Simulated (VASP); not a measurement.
Output of a VASP run:

File OUTCAR:
```
 ion  position               nearest neighbor table
   1  0.500  0.500  0.500-   2 2.68   2 2.68   2 2.68   2 2.68   2 2.68   2 2.68   2 2.68   2 2.68
  LATTYP: Found a simple tetragonal cell.
 ALAT       =     2.7748700000
 C/A-ratio  =     1.3107143758
 Subroutine PRICEL returns:
 Original cell was already a primitive cell.
 Subroutine GETGRP returns: Found 16 space group operations
The static configuration has the point symmetry D_4h.
The dynamic configuration has the point symmetry D_4h.
 Subroutine INISYM returns: Found 16 space group operations
 Subroutine IBZKPT returns following result:
 Found     12 irreducible k-points:

 Following reciprocal coordinates:
            Coordinates               Weight
  0.000000  0.000000  0.000000      1.000000
  0.250000  0.000000  0.000000      4.000000
  0.500000  0.000000  0.000000      2.000000
  0.250000  0.250000  0.000000      4.000000
  0.500000  0.250000  0.000000      4.000000
  0.500000  0.500000  0.000000      1.000000
  0.000000  0.000000  0.333333      2.000000
  0.250000  0.000000  0.333333      8.000000
  0.500000  0.000000  0.333333      4.000000
  0.250000  0.250000  0.333333      8.000000
  0.500000  0.250000  0.333333      8.000000
  0.500000  0.500000  0.333333      2.000000
   k-points           NKPTS =     12   k-points in BZ     NKDIM =     12   number of bands    NBANDS=     18
   number of dos      NEDOS =    301   number of ions     NIONS =      2
   total plane-waves  NPLWV =   6144
   dimension x,y,z NGX =    16 NGY =   16 NGZ =   24
   dimension x,y,z NGXF=    32 NGYF=   32 NGZF=   48
   ions per type =               1   1
   PREC   = accura    normal or accurate (medium, high low for compatibility)
   ISTART =      0    job   : 0-new  1-cont  2-samecut
   ICHARG =      2    charge: 1-file 2-atom 10-const
   ISPIN  =      1    spin polarized calculation?
   LNONCOLLINEAR =      F non collinear calculations
   LSORBIT =      F    spin-orbit coupling
   INIWAV =      1    electr: 0-lowe 1-rand  2-diag
   ENCUT  =  300.0 eV  22.05 Ry    4.70 a.u.   3.92  3.92  5.14*2*pi/ulx,y,z
   NELM   =    100;   NELMIN=  2; NELMDL= -5     # of ELM steps
   EDIFF  = 0.1E-05   stopping-criterion for ELM
   LREAL  =      F    real-space projection
   NLSPLINE    = F    spline interpolate recip. space projectors
   LMAXMIX     =    4 max onsite mixed and CHGCAR
   VOSKOWN=      0    Vosko Wilk Nusair interpolation
   EDIFFG = 0.1E-04   stopping-criterion for IOM
   NSW    =      0    number of steps for IOM
   NBLOCK =      1;   KBLOCK =      1    inner block; outer block
   IBRION =     -1    ionic relax: 0-MD 1-quasi-New 2-CG
   NFREE  =      0    steps in history (QN), initial steepest desc. (CG)
   ISIF   =      2    stress and relaxation
   ISYM   =      2    0-nonsym 1-usesym 2-fastsym
   TEIN   =    0.0    initial temperature
   TEBEG  =    0.0;   TEEND  =   0.0 temperature during run
   SMASS  =  -3.00    Nose mass-parameter (am)
   PSTRESS=    0.0 pullay stress
   NELECT =      28.0000    total number of electrons
   EFERMI =   0.00;   METHOD = LEGACY
   ISMEAR =    -1;   SIGMA  =   0.14  broadening in eV -4-tet -1-fermi 0-gaus
   IALGO  =     38    algorithm
   LDIAG  =      T    sub-space diagonalisation (order eigenvalues)
   IMIX   =      4    mixing-type and parameters
     AMIX     =   0.40;   BMIX     =  1.00
     AMIX_MAG =   1.60;   BMIX_MAG =  1.00
     AMIN     =   0.10
   GGA     = PE    functional components
   VOSKOWN =     0    Vosko Wilk Nusair interpolation
   LHFCALC =     F    Hartree Fock is set to
   LHFONE  =     F    Hartree Fock one center treatment
   AEXX    =    0.0000 exact exchange contribution
   IVDW    =     0    specifies the selected vdW correction
   LEPSILON=     F    determine dielectric tensor
   LRPA    =     F    only Hartree local field effects (RPA)
  energy-cutoff  :      300.00
  volume of cell :       28.01
      direct lattice vectors                 reciprocal lattice vectors
     2.774870000  0.000000000  0.000000000     0.360377243  0.000000000  0.000000000
...
```

**OSZICAR**
```
       N       E                     dE             d eps       ncg     rms          rms(c)
DAV:   1     0.196333469380E+03    0.19633E+03   -0.13401E+04   472   0.110E+03
DAV:   2    -0.165408967546E+02   -0.21287E+03   -0.20890E+03   482   0.392E+02
DAV:   3    -0.211993728024E+02   -0.46585E+01   -0.45438E+01   498   0.576E+01
DAV:   4    -0.212384410875E+02   -0.39068E-01   -0.39020E-01   522   0.508E+00
DAV:   5    -0.212392281776E+02   -0.78709E-03   -0.78700E-03   514   0.512E-01    0.206E+01
DAV:   6    -0.201499791703E+02    0.10892E+01   -0.27254E+00   452   0.152E+01    0.624E+00
DAV:   7    -0.201336580673E+02    0.16321E-01   -0.14896E+00   448   0.931E+00    0.319E+00
DAV:   8    -0.199952222244E+02    0.13844E+00   -0.67046E-01   468   0.545E+00    0.847E-01
DAV:   9    -0.199898389799E+02    0.53832E-02   -0.13686E-02   466   0.112E+00    0.215E-01
DAV:  10    -0.199898066788E+02    0.32301E-04   -0.54939E-04   562   0.248E-01    0.906E-02
DAV:  11    -0.199898169565E+02   -0.10278E-04   -0.46046E-05   494   0.507E-02    0.402E-02
DAV:  12    -0.199898190694E+02   -0.21129E-05   -0.26789E-06   408   0.137E-02    0.934E-03
DAV:  13    -0.199898182413E+02    0.82813E-06   -0.72023E-07   228   0.839E-03
   1 F= -.19989818E+02 E0= -.19929333E+02  d E =-.120970E+00
```

OUTCAR:
```
------------------------ aborting loop because EDIFF is reached ----------------------------------------
  FORCE on cell =-STRESS in cart. coord.  units (eV):
  Direction    XX          YY          ZZ          XY          YZ          ZX
  --------------------------------------------------------------------------------------
  Total        3.0231603      3.0231603      3.8863362      0.0000000     -0.0000000     -0.0000000
  in kB      172.9560549    172.9560549    222.3386517      0.0000000     -0.0000000     -0.0000000
  external PRESSURE =     189.4169205 kB  Pullay stress =       0.0000000 kB
  volume of cell :       28.01
      direct lattice vectors                 reciprocal lattice vectors
     2.774870000  0.000000000  0.000000000     0.360377243  0.000000000  0.000000000
     0.000000000  2.774870000  0.000000000     0.000000000  0.360377243  0.000000000
     0.000000000  0.000000000  3.637062000     0.000000000  0.000000000  0.274947196
 POSITION                                       TOTAL-FORCE (eV/Angst)
 -----------------------------------------------------------------------------------
      1.38743      1.38743      1.81853         0.000000      0.000000      0.000000
      0.00000      0.00000      0.00000         0.000000      0.000000      0.000000
 -----------------------------------------------------------------------------------
    total drift:                                0.000000      0.000000      0.000000
  FREE ENERGIE OF THE ION-ELECTRON SYSTEM (eV)
  ---------------------------------------------------
  free  energy   TOTEN  =       -19.9898182413 eV

  energy  without entropy=      -19.8688482410  energy(sigma->0) =      -19.92933324
```
(Selected blocks of OUTCAR.)

POSCAR:
```
MoRu
1
    2.7748700000     0.0000000000     0.0000000000
    0.0000000000     2.7748700000     0.0000000000
    0.0000000000     0.0000000000     3.6370620000
Mo Ru
1 1
Direct
  0.5000000000   0.5000000000   0.5000000000
  0.0000000000   0.0000000000   0.0000000000
```

Reconstruct the remaining input files.

This is not unique; one that fits is the input of the run itself, PBE GGA, plane waves, VASP's PBE PAW potentials (set 64).

### KPOINTS
```
Automatic mesh
0
Gamma
4 4 3
0 0 0
```

**INCAR**
```
! general
SYSTEM =MoRu
PREC   =Accurate
ENCUT  =300
LREAL  =F
LASPH  =T

! electronic loop
EDIFF  =1E-6
NELM   =100
ALGO   =Normal
LMAXMIX=4

! smearing
ISMEAR =-1
SIGMA  =0.136

! functional
GGA    =PE

! ions
ISIF   =2

! output
LWAVE  =F
LCHARG =F
```

POTCAR, in this order: Mo_sv Ru_pv (PBE.64 set). Program: vasp_std.

At this cut-off the stress carries a Pulay error, which pulls relaxed volumes low.

The structure was generated: MoRu was put into an ordered model structure, which need not be its known phase. The cell was not relaxed at this level. The k-mesh is coarse (spacing up to 0.58 per Å, 2π included), so the numbers may not be converged in it. The run is one of a series of settings (KPOINTS 4×4×3 Γ-centred mesh against the base run), some of them coarse on purpose.
